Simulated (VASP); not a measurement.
Output of a VASP run:

### OSZICAR
```
...
DAV:   1    -0.141615574707E+02   -0.11672E+02   -0.19152E+02   925   0.466E+02    0.206E+01
DAV:   2    -0.682223078033E+01    0.73393E+01   -0.40168E+01  1165   0.229E+02    0.355E+00
DAV:   3    -0.599447132336E+01    0.82776E+00   -0.42478E+00  1075   0.725E+01    0.466E+00
DAV:   4    -0.562344375454E+01    0.37103E+00   -0.13771E+00  1274   0.330E+01    0.151E+00
DAV:   5    -0.560542758094E+01    0.18016E-01   -0.71130E-02  1342   0.766E+00    0.990E-01
DAV:   6    -0.559782277046E+01    0.76048E-02   -0.35723E-03  1395   0.190E+00    0.516E-01
DAV:   7    -0.559648942547E+01    0.13333E-02   -0.47181E-03  1110   0.133E+00    0.802E-02
DAV:   8    -0.559649124710E+01   -0.18216E-05   -0.60931E-05  1447   0.182E-01    0.382E-02
DAV:   9    -0.559649062447E+01    0.62263E-06   -0.64004E-06  1275   0.765E-02
   3 F= 0.45558742E+01 E0= 0.45558742E+01  d E =-.129965E+00
       N       E                     dE             d eps       ncg     rms          rms(c)
DAV:   1    -0.557084094220E+01    0.25650E-01   -0.33573E-02   970   0.556E+00    0.359E-01
DAV:   2    -0.556962343593E+01    0.12175E-02   -0.18444E-02  1025   0.555E+00    0.155E-01
DAV:   3    -0.556886452689E+01    0.75891E-03   -0.36997E-03  1030   0.260E+00    0.630E-02
DAV:   4    -0.556878572382E+01    0.78803E-04   -0.20543E-04  1104   0.176E-01    0.189E-02
DAV:   5    -0.556878229530E+01    0.34285E-05   -0.96968E-06  1381   0.104E-01    0.124E-02
DAV:   6    -0.556878074441E+01    0.15509E-05   -0.13547E-06   521   0.215E-02    0.215E-03
DAV:   7    -0.556878075430E+01   -0.98885E-08   -0.11001E-06   583   0.188E-02
   4 F= 0.45552003E+01 E0= 0.45552003E+01  d E =-.130639E+00
       N       E                     dE             d eps       ncg     rms          rms(c)
DAV:   1    -0.547020588114E+01    0.98575E-01   -0.22348E+00   975   0.451E+01    0.308E+00
DAV:   2    -0.539164079233E+01    0.78565E-01   -0.14158E+00  1010   0.471E+01    0.140E+00
DAV:   3    -0.532971368346E+01    0.61927E-01   -0.28353E-01  1030   0.235E+01    0.498E-01
DAV:   4    -0.532492975591E+01    0.47839E-02   -0.17051E-02   933   0.918E-01    0.193E-01
DAV:   5    -0.532446062991E+01    0.46913E-03   -0.16272E-03  1170   0.162E+00    0.118E-01
DAV:   6    -0.532438626214E+01    0.74368E-04   -0.25317E-04   985   0.169E-01    0.491E-02
DAV:   7    -0.532436351095E+01    0.22751E-04   -0.52501E-05  1414   0.336E-01    0.786E-03
DAV:   8    -0.532436468058E+01   -0.11696E-05   -0.94767E-06   900   0.306E-02    0.102E-02
DAV:   9    -0.532436465555E+01    0.25031E-07   -0.54612E-07   490   0.312E-02
   5 F= 0.45663667E+01 E0= 0.45663667E+01  d E =-.119473E+00
       N       E                     dE             d eps       ncg     rms          rms(c)
DAV:   1    -0.564248761739E+01   -0.31812E+00   -0.17270E+00   965   0.404E+01    0.250E+00
DAV:   2    -0.557450107708E+01    0.67987E-01   -0.83554E-01  1045   0.391E+01    0.992E-01
DAV:   3    -0.554273561405E+01    0.31765E-01   -0.16415E-01  1010   0.169E+01    0.481E-01
DAV:   4    -0.553822880049E+01    0.45068E-02   -0.11793E-02  1306   0.213E+00    0.126E-01
DAV:   5    -0.553814428779E+01    0.84513E-04   -0.33424E-04  1345   0.243E-01    0.778E-02
DAV:   6    -0.553805336732E+01    0.90920E-04   -0.46292E-05  1475   0.291E-01    0.233E-02
DAV:   7    -0.553805082502E+01    0.25423E-05   -0.35198E-05  1375   0.700E-02    0.915E-03
DAV:   8    -0.553805083412E+01   -0.90949E-08   -0.99123E-07   555   0.105E-02
   6 F= 0.45549516E+01 E0= 0.45549516E+01  d E =-.130888E+00
```

File OUTCAR:
```
------------------------ aborting loop because EDIFF is reached ----------------------------------------
  FORCE on cell =-STRESS in cart. coord.  units (eV):
  Direction    XX          YY          ZZ          XY          YZ          ZX
  --------------------------------------------------------------------------------------
  Total       10.1026803     10.1026803     10.1026803      0.0000000     -0.0000000      0.0000000
  in kB      450.4314908    450.4314908    450.4314908      0.0000000     -0.0000000      0.0000000
  external PRESSURE =       0.4314908 kB  Pullay stress =     450.0000000 kB
  volume of cell :       35.94
      direct lattice vectors                 reciprocal lattice vectors
    -0.000000000  2.619164753  2.619164753    -0.190900553  0.190900553  0.190900553
     2.619164753 -0.000000000  2.619164753     0.190900553 -0.190900553  0.190900553
     2.619164753  2.619164753 -0.000000000     0.190900553  0.190900553 -0.190900553
  FREE ENERGIE OF THE ION-ELECTRON SYSTEM (eV)
  ---------------------------------------------------
  free  energy   TOTEN  =        -5.5380508341 eV

  energy  without entropy=       -5.5380508341  energy(sigma->0) =       -5.53805083
  enthalpy is  TOTEN    =         4.5549516429 eV   P V=       10.0930024771

 reached required accuracy - stopping structural energy minimisation
```
(Selected blocks of OUTCAR.)

POSCAR:
```
CuI
1
   -0.0000000000     2.6814774647     2.6814774647
    2.6814774647    -0.0000000000     2.6814774647
    2.6814774647     2.6814774647    -0.0000000000
Cu I
1 1
Direct
  0.0000000000   0.0000000000   0.0000000000
  0.2500000000   0.2500000000   0.2500000000
```

Write an INCAR and KPOINTS that could have produced this output.

This is not unique; one that fits is the input of the run itself, LDA (Ceperley-Alder, Perdew-Zunger), plane waves, VASP's LDA PAW potentials (set 64).

**INCAR**
```
SYSTEM = CuI
PREC = Accurate
ENCUT = 500
EDIFF = 1E-6
NELM = 100
ALGO = Normal
LREAL = .FALSE.
LASPH = .TRUE.
ISMEAR = 0
SIGMA = 0.05
LMAXMIX = 4
LWAVE = .FALSE.
LCHARG = .FALSE.
IBRION = 2
ISIF = 3
NSW = 40
EDIFFG = -0.02
PSTRESS = 450
```

KPOINTS:
```
Regular mesh
0
G
 9 9 9
```

POTCAR, in this order: Cu I (LDA.64 set). Program: vasp_std.

Energy and stress use the plane-wave basis of the starting cell.

The compound is CuI in the zinc blende structure. This run relaxes it under an external pressure of 45 GPa. Symmetry was kept, so distortions that lower it aren't found.
